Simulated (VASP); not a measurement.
```
CELL_PARAMETERS angstrom
      3.13944     0.00000     0.00000
     -1.56972     2.71884     0.00000
      0.00000     0.00000    10.80070
ATOMIC_POSITIONS crystal
  Hf 0.33333 0.66667 0.11710
  Hf 0.66667 0.33333 0.61710
  Hf 0.66667 0.33333 0.88290
  Hf 0.33333 0.66667 0.38290
  N  0.00000 0.00000 0.00000
  N  0.00000 0.00000 0.50000
  N  0.33333 0.66667 0.75000
  N  0.66667 0.33333 0.25000
```

Level of theory: PBEsol GGA, VASP's PBE PAW potentials (set 64) (plane waves; VASP). Settings: 520 eV cut-off, 13×13×4 Γ-centred mesh, tetrahedra with Blöchl corrections, potentials Hf_pv N.

For a metal the tetrahedron method with Blöchl corrections gives inexact stress and forces. Unless said otherwise, spin-orbit coupling is left out, though it shifts the bands of the heavy elements here.

Problem. Predict the energy per atom (σ→0), largest force, band gap (on the k-mesh) with the smallest direct gap where there is one.

Solution. 
| Property | Result |
|---|---|
| band gap (on the k-mesh) | none (metal, semimetal or under 0.01 eV) |
| energy per atom (σ→0) | -11.374 eV/atom |
| largest force | 0.162 eV/Å |

Only differences to runs with the same potentials and settings are physical.

The structure was generated: HfN was put into the TiAs type (P6_3/mmc), which need not be its known phase. It was relaxed first, which changed the volume by -27 %.
